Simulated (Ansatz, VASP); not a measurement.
# Cross-check of AlN (AlN (P6_3mc)) between VASP and Ansatz, part 2 of 2

Wanted: the spread between two codes on one cell, functional and k mesh. The cell is taken from a series of runs on this material, whose earlier steps may have relaxed, scaled, displaced or heated it; both programs get it as it stands.

VASP 6.6.1 and Ansatz 0.2.0.

So far: The structure; Ansatz: single point, HSE06.

### Step 3. VASP: single point, HSE06

Level of this step: HSE06; plane waves and PAW (Al, N) (VASP).

The same cell, functional and mesh now go to VASP, with its own data sets.

Lines of VASP's logs that name or quote its potential files are left out, and so is its time.

The run reads the wave functions of an earlier VASP run, which isn't shown here.

INCAR reads:

```
SYSTEM = AlN
PREC = Accurate
ENCUT = 520
EDIFF = 1E-06
NELM = 100
ISMEAR = 0
SIGMA = 0.01
LREAL = .FALSE.
ALGO = Normal
LHFCALC = .TRUE.
AEXX = 0.25
GGA = PE
HFSCREEN = 0.208
LASPH = .TRUE.
NBANDS = 48
PRECFOCK = Fast
LORBIT = 11
LWAVE = .FALSE.
LCHARG = .FALSE.
ISIF = 2
```

POSCAR reads:

```
AlN
1.0
    6.2272146282      0.0000000589      0.0000000000
   -3.1136073651      5.3929260334      0.0000000000
    0.0000000000      0.0000000000      4.9836766600
Al N
8 8
Direct
    0.3335749490      0.1664428885      0.4998483256
    0.1664428885      0.3335749490      0.9998483256
    0.3335749490      0.6664428885      0.4998483256
    0.1664428885      0.8335749490      0.9998483256
    0.8335749490      0.1664428885      0.4998483256
    0.6664428885      0.3335749490      0.9998483256
    0.8335749490      0.6664428885      0.4998483256
    0.6664428885      0.8335749490      0.9998483256
    0.3319144345      0.1680677280      0.8801516744
    0.1680677280      0.3319144345      0.3801516744
    0.3319144345      0.6680677280      0.8801516744
    0.1680677280      0.8319144345      0.3801516744
    0.8319144345      0.1680677280      0.8801516744
    0.6680677280      0.3319144345      0.3801516744
    0.8319144345      0.6680677280      0.8801516744
    0.6680677280      0.8319144345      0.3801516744
```

KPOINTS reads:

```
Automatic mesh
0
Gamma
1 1 2
0 0 0
```

The projector-augmented-wave data sets are Al and N (PBE family, release 64).

Launch:

```
export OMP_NUM_THREADS=3
mpirun -np 1 vasp_std
```

Numbers of over 12 decimals in the logs are rounded to 6 here.

The program printed:

```text
[banner, memory and clock lines left out]
running    1 mpi-ranks, on    1 nodes
 distrk:  each k-point on    1 cores,    1 groups
 distr:  one band on    1 cores,    1 groups
 Offloading initialized ...    1 GPUs detected
 POSCAR found type information on POSCAR AlN
 POSCAR found :  2 types and      16 ions
 LDA part: xc-table for (Slater+PW92), standard interpolation
 found WAVECAR, reading the header
 POSCAR, INCAR and KPOINTS ok, starting setup
 FFT: planning ... GRIDC
 FFT: planning ... GRID_SOFT
 FFT: planning ... GRID
 reading WAVECAR
 the WAVECAR file was read successfully
 initial charge from wavefunction
 entering main loop
       N       E                     dE             d eps       ncg     rms          rms(c)
DAV:   1    -0.135302860744E+03   -0.13530E+03   -0.36516E+00   240   0.780E+00    0.227E+01
DAV:   2    -0.135328288953E+03   -0.25428E-01   -0.87244E-02   224   0.140E+00    0.157E+01
DAV:   3    -0.135324509224E+03    0.37797E-02   -0.14162E-03   216   0.192E-01    0.959E+00
DAV:   4    -0.135322957992E+03    0.15512E-02   -0.47576E-04   224   0.881E-02    0.569E+00
DAV:   5    -0.135322470861E+03    0.48713E-03   -0.15610E-04   216   0.514E-02    0.333E+00
DAV:   6    -0.135322308283E+03    0.16258E-03   -0.41480E-05   224   0.323E-02    0.193E+00
DAV:   7    -0.135322256031E+03    0.52252E-04   -0.15012E-05   248   0.200E-02    0.111E+00
DAV:   8    -0.135322239952E+03    0.16079E-04   -0.48829E-06   224   0.119E-02    0.643E-01
DAV:   9    -0.135322235817E+03    0.41342E-05   -0.16122E-06   152   0.686E-03    0.377E-01
DAV:  10    -0.135322234932E+03    0.88561E-06   -0.99097E-07   120   0.527E-03
   1 F= -.13532223E+03 E0= -.13532223E+03  d E =-.626185E-38
```

Parts of OUTCAR (step 3):

```text
ion  position               nearest neighbor table
   1  0.334  0.166  0.500-  10 1.88   9 1.90  14 1.90  12 1.90   6 3.07   6 3.07   4 3.07   4 3.07
                             2 3.08   2 3.08   5 3.11   5 3.11   3 3.11   3 3.11   7 3.11   7 3.11
   2  0.166  0.334  1.000-   9 1.88  10 1.90  11 1.90  13 1.90   5 3.07   5 3.07   3 3.07   3 3.07
                             1 3.08   1 3.08   6 3.11   6 3.11   4 3.11   4 3.11   8 3.11   8 3.11
   3  0.334  0.666  0.500-  12 1.88  11 1.90  16 1.90  10 1.90   8 3.07   8 3.07   2 3.07   2 3.07
                             4 3.08   4 3.08   7 3.11   7 3.11   1 3.11   1 3.11   5 3.11   5 3.11
   4  0.166  0.834  1.000-  11 1.88  12 1.90   9 1.90  15 1.90   7 3.07   7 3.07   1 3.07   1 3.07
                             3 3.08   3 3.08   8 3.11   8 3.11   2 3.11   2 3.11   6 3.11   6 3.11
   5  0.834  0.166  0.500-  14 1.88  13 1.90  10 1.90  16 1.90   2 3.07   2 3.07   8 3.07   8 3.07
                             6 3.08   6 3.08   1 3.11   1 3.11   7 3.11   7 3.11   3 3.11   3 3.11
   6  0.666  0.334  1.000-  13 1.88  14 1.90  15 1.90   9 1.90   1 3.07   1 3.07   7 3.07   7 3.07
                             5 3.08   5 3.08   2 3.11   2 3.11   8 3.11   8 3.11   4 3.11   4 3.11
   7  0.834  0.666  0.500-  16 1.88  15 1.90  12 1.90  14 1.90   4 3.07   4 3.07   6 3.07   6 3.07
                             8 3.08   8 3.08   3 3.11   3 3.11   5 3.11   5 3.11   1 3.11   1 3.11
   8  0.666  0.834  1.000-  15 1.88  16 1.90  13 1.90  11 1.90   3 3.07   3 3.07   5 3.07   5 3.07
                             7 3.08   7 3.08   4 3.11   4 3.11   6 3.11   6 3.11   2 3.11   2 3.11
   9  0.332  0.168  0.880-   2 1.88   1 1.90   4 1.90   6 1.90
  10  0.168  0.332  0.380-   1 1.88   2 1.90   5 1.90   3 1.90
  11  0.332  0.668  0.880-   4 1.88   3 1.90   2 1.90   8 1.90
  12  0.168  0.832  0.380-   3 1.88   4 1.90   7 1.90   1 1.90
  13  0.832  0.168  0.880-   6 1.88   5 1.90   8 1.90   2 1.90
  14  0.668  0.332  0.380-   5 1.88   6 1.90   1 1.90   7 1.90
  15  0.832  0.668  0.880-   8 1.88   7 1.90   6 1.90   4 1.90
  16  0.668  0.832  0.380-   7 1.88   8 1.90   3 1.90   5 1.90

  LATTYP: Found a hexagonal cell.
 ALAT       =     6.2272146282
 C/A-ratio  =     0.8003059084

 Subroutine GETGRP returns: Found  2 space group operations
 (whereof  1 operations were pure point group operations)

The static configuration has the point symmetry C_1 .
 The point group associated with its full space group is C_1h.

 Found      2 irreducible k-points:

   k-points           NKPTS =      2   k-points in BZ     NKDIM =      2   number of bands    NBANDS=     48

   dimension x,y,z NGX =    48 NGY =   48 NGZ =   40
   dimension x,y,z NGXF=    96 NGYF=   96 NGZF=   80

   ENCUT  =  520.0 eV  38.22 Ry    6.18 a.u.  11.58 11.58  9.27*2*pi/ulx,y,z

   NELECT =      64.0000    total number of electrons

 k-points in reciprocal lattice and weights: Automatic mesh
   0.00000000  0.00000000  0.00000000       0.500
   0.00000000  0.00000000  0.50000000       0.500

  exchange ACFDT corr.  =         0.00000000  see jH, gK, PRB 81, 115126

 average (electrostatic) potential at core
       1 -67.7997       2 -67.7997       3 -67.7997       4 -67.7997       5 -67.7997
       6 -67.7997       7 -67.7997       8 -67.7997       9 -54.5007      10 -54.5007
      11 -54.5007      12 -54.5007      13 -54.5007      14 -54.5007      15 -54.5007
      16 -54.5007

 E-fermi :   5.5467

 k-point     1 :       0.0000    0.0000    0.0000
  band No.  band energies     occupation
    ...
     28       4.5461      2.00000
     29       4.5831      2.00000
     30       5.0587      2.00000
     31       5.0737      2.00000
     32       5.4561      2.00000
     33      10.9965      0.00000
     34      12.4168      0.00000
     35      12.4168      0.00000
     36      12.4979      0.00000
     37      12.5504      0.00000
    ...

 k-point     2 :       0.0000    0.0000    0.5000
  band No.  band energies     occupation
    ...
     28       3.9534      2.00000
     29       4.6563      2.00000
     30       4.6563      2.00000
     31       4.7107      2.00000
     32       4.7107      2.00000
     33      11.9298      0.00000
     34      11.9298      0.00000
     35      11.9941      0.00000
     36      11.9941      0.00000
     37      11.9942      0.00000
    ...

  Total        3.1446891      2.2175979     -8.6841432     -0.8028844     -0.0032859     -0.0018972
  in kB       30.1037179     21.2287895    -83.1322243     -7.6859131     -0.0314559     -0.0181613
  external PRESSURE =     -10.5999057 kB  Pullay stress =       0.0000000 kB

  energy-cutoff  :      520.00
  volume of cell :      167.37
      direct lattice vectors                 reciprocal lattice vectors
     6.227214628  0.000000059  0.000000000     0.160585439  0.092714048 -0.000000000
    -3.113607365  5.392926033  0.000000000    -0.000000002  0.185428094  0.000000000
     0.000000000  0.000000000  4.983676660     0.000000000 -0.000000000  0.200655072

 POSITION                                       TOTAL-FORCE (eV/Angst)
 -----------------------------------------------------------------------------------
      1.55900      0.89761      2.49108         0.118974     -0.070542     -0.444691
     -0.00215      1.79895      4.98292        -0.120579      0.067764     -0.444691
      0.00220      3.59408      2.49108         0.118974     -0.070542     -0.444691
     -1.55895      4.49541      4.98292        -0.120579      0.067764     -0.444691
      4.67261      0.89761      2.49108         0.118974     -0.070542     -0.444691
      3.11146      1.79895      4.98292        -0.120579      0.067764     -0.444691
      3.11581      3.59408      2.49108         0.118974     -0.070542     -0.444691
      1.55466      4.49541      4.98292        -0.120579      0.067764     -0.444691
      1.54361      0.90638      4.38639         0.203987     -0.115919      0.444691
      0.01314      1.78999      1.89455        -0.202382      0.118698      0.444691
     -0.01320      3.60284      4.38639         0.203987     -0.115919      0.444691
     -1.54366      4.48645      1.89455        -0.202382      0.118698      0.444691
      4.65721      0.90638      4.38639         0.203987     -0.115919      0.444691
      3.12675      1.78999      1.89455        -0.202382      0.118698      0.444691
      3.10041      3.60284      4.38639         0.203987     -0.115919      0.444691
      1.56995      4.48645      1.89455        -0.202382      0.118698      0.444691
 -----------------------------------------------------------------------------------
    total drift:                                0.000000      0.000000      0.014075

  FREE ENERGIE OF THE ION-ELECTRON SYSTEM (eV)
  ---------------------------------------------------
  free  energy   TOTEN  =      -135.3222349319 eV

  energy  without entropy=     -135.3222349319  energy(sigma->0) =     -135.32223493

 total charge
# of ion       s       p       d       tot
------------------------------------------
    1        0.391   0.462   0.000   0.853
    2        0.391   0.462   0.000   0.853
    3        0.391   0.462   0.000   0.853
    4        0.391   0.462   0.000   0.853
    5        0.391   0.462   0.000   0.853
    6        0.391   0.462   0.000   0.853
    7        0.391   0.462   0.000   0.853
    8        0.391   0.462   0.000   0.853
    9        1.196   2.702   0.000   3.898
   10        1.196   2.702   0.000   3.898
   11        1.196   2.702   0.000   3.898
   12        1.196   2.702   0.000   3.898
   13        1.196   2.702   0.000   3.898
   14        1.196   2.702   0.000   3.898
   15        1.196   2.702   0.000   3.898
   16        1.196   2.702   0.000   3.898
--------------------------------------------------
tot         12.700  25.311   0.000  38.011
```

The run ends at a pressure of -1.06 GPa, with forces up to 0.50 eV/Å.

### Step 4. Side by side

Known differences besides the potentials themselves: exact exchange at q = 0 is treated differently, which shows on coarse meshes; VASP keeps PBE cores, Ansatz makes them for the functional; fixed occupations in Ansatz, narrow Gaussian smearing in VASP; the cutoff is 420 eV in Ansatz and 520 eV in VASP; VASP takes a coarser grid for exact exchange (PRECFOCK = Fast). Total energies have different zeros and are not compared.

Both answers:

```tsv
quantity	Ansatz	VASP	difference
gap on the k mesh (eV)	5.525	5.540	-0.016
```

Forces on 7 of the 16 atoms, those with the largest forces and the largest differences (eV/Å; atoms numbered as in POSCAR):

```tsv
atom	Ansatz x, y, z	VASP x, y, z
N9	0.204, -0.116, 0.452	0.204, -0.116, 0.445
N10	-0.203, 0.119, 0.452	-0.202, 0.119, 0.445
N12	-0.203, 0.119, 0.452	-0.202, 0.119, 0.445
N13	0.204, -0.116, 0.452	0.204, -0.116, 0.445
N14	-0.203, 0.119, 0.452	-0.202, 0.119, 0.445
N15	0.204, -0.116, 0.452	0.204, -0.116, 0.445
N16	-0.203, 0.119, 0.452	-0.202, 0.119, 0.445
```

The forces differ by 4.3 meV/Å r.m.s., which is 1.5 % of the r.m.s. force of 0.280 eV/Å (both taken over all components). A gap on the mesh is an upper bound, since the band edges may lie between its points.

### Step 5. Outcome

```yaml
r_m_s_force_difference_single_point_hse06: 1.5 % of the r.m.s. force
```

The r.m.s. force difference is 1.5 % of the r.m.s. force (single point, HSE06), within the 3 % picked in this series as the mark of a large difference. Such differences can come from data sets, numerical settings and the points named under the comparisons, not from the functional's error against experiment.

[Lines on the potential files, build, host, timing and source positions are cut from VASP's logs without a mark.]

[Logs are printed without paths, hosts, clocks, repeated set-up lines and the standing remarks that a program may print on its own settings, such as how far it seeks lower states.]

[Hosts, paths, dates, database ids (printed as entryN), source tags and the programs' standing remarks are cut or masked in the printed files.]
